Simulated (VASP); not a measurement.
Runs of VASP 6.6.1 on PmS. The structure is hexagonal, space group P-6m2 (No. 187). The conventional cell has a = 3.755 Å, b = 3.755 Å, c = 3.665 Å, α = 90.00°, β = 90.00°, γ = 120.00°. Pm (site symmetry -6m2) is surrounded by 6 S at 2.84 Å. S (site symmetry -6m2) is surrounded by 6 Pm at 2.84 Å. The cell comes from a database or a generator and needn't be the stable form of this composition.

```tsv
spin	U	fixed moment (μB)	gap on the mesh (eV)	pressure (GPa)	moment (μB)
collinear, zero start	Pm f U = 7 eV	-	-	16.9	5.00
off	Pm f U = 4 eV	-	none	(a)	-
collinear, ferromagnetic start	Pm f U = 7 eV	-	none	7.4	4.87
collinear, ferromagnetic start	Pm f U = 4 eV	3	-	(b)	3.00
off	Pm f U = 7 eV	-	none	4.5	-
collinear, ferromagnetic start	Pm f U = 4 eV	-	none	7.4	4.89
collinear, random start	Pm f U = 7 eV	-	none	9.2	4.87
collinear, random start	Pm f U = 4 eV	-	none	7.3	4.89
```

Alike in all rows: task single point; level r2SCAN+U; potentials or basis VASP PAW PBE potentials, release 64 (Pm, S); cell as given; k mesh 6 × 6 × 5; cutoff (eV) 520; smearing gaussian 0.05 eV.

Problem. Estimate the missing entries.

Solution. (a) 4.2; (b) 7.9.

Caveats: the PAW data sets were made with another functional, which shifts forces and pressure a little; the magnetic or orbital state may not be the lowest (some runs); spin-orbit coupling is left out, which moves the levels of the heavy elements (some runs); U without spin polarisation on a metal has little footing (some runs); the bands computed are all filled at some k points, so no gap is given (some runs); the total moment is fixed, so each spin has its own Fermi level (some runs).

A k mesh can miss the band edges, and the runs leave out spin-orbit coupling on Pm.

A gap of «none» marks a metal or a gap under the smearing width.
